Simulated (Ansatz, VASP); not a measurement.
# LiBeF3 in VASP and in Ansatz

INCAR

```
SYSTEM = LiBeF3
ALGO = Normal ; EDIFF = 1E-6
ENCUT = 520 ; GGA = PE
ISIF = 2 ; ISMEAR = 0
LASPH = .True. ; LCHARG = .False.
LREAL = .False. ; LWAVE = .False.
NBANDS = 21 ; NELM = 80
PREC = Accurate ; SIGMA = 0.1
```

The input KPOINTS:

```
k-points
0
Gamma
  6 6 6
  0 0 0
```

POSCAR

```
LiBeF3
1.0
    3.5060808400      0.0000000000      0.0000000000
    0.0000000000      3.5060808400      0.0000000000
    0.0000000000      0.0000000000      3.5060808400
Li Be F
1 1 3
Direct
    0.5000000000      0.5000000000      0.5000000000
    0.0000000000      0.0000000000      0.0000000000
    0.5000000000      0.0000000000      0.0000000000
    0.0000000000      0.0000000000      0.5000000000
    0.0000000000      0.5000000000      0.0000000000
```

Input for Ansatz:

```yaml
crystal:
  lattice:
    - [3.50608084, 0.0, 0.0]
    - [0.0, 3.50608084, 0.0]
    - [0.0, 0.0, 3.50608084]
  atoms:
    - { symbol: Li, position: [0.5, 0.5, 0.5] }
    - { symbol: Be, position: [0.0, 0.0, 0.0] }
    - { symbol: F, position: [0.5, 0.0, 0.0] }
    - { symbol: F, position: [0.0, 0.0, 0.5] }
    - { symbol: F, position: [0.0, 0.5, 0.0] }
basis:
  ecutwfc: 420
kpoints:
  mp_grid: { grid: [6, 6, 6] }
hamiltonian:
  xc: pbe
scf:
  occupations: { method: gaussian, width: 0.1 }
  lower_state_search: "off"
output:
  forces: true
  stress: true
  eigenvalues: true
```

Change from the starting cell: species swapped into the RbCuF3 type (Pm-3m, No. 221).

Alike in both runs: task single point; functional PBE; k mesh 6 × 6 × 6; occupations gaussian, width 0.1 eV; no spin polarisation.

|  | VASP | Ansatz |
| --- | --- | --- |
| version | VASP 6.6.1 | Ansatz 0.2.0 |
| potentials or method | VASP PAW PBE potentials, release 64 (Li_sv, Be, F) | scalar-relativistic, plane waves, PAW |
| plane-wave cutoff (eV) | 520 | 420 |
| valence electrons in the cell | 26 | 26 |

VASP gave:

| Property | Result |
| --- | --- |
| gap on the k mesh at the Fermi level (eV) | 7.47 |
| least direct gap on the mesh (eV) | 8.23 |

Question: What did Ansatz give for the same quantities?

Answer: gap on the k mesh at the Fermi level (eV): 7.48; least direct gap on the mesh (eV): 8.24.

The functional is the same, so the differences come from potentials, cutoffs and numerics.

 A k mesh can miss the band edges.
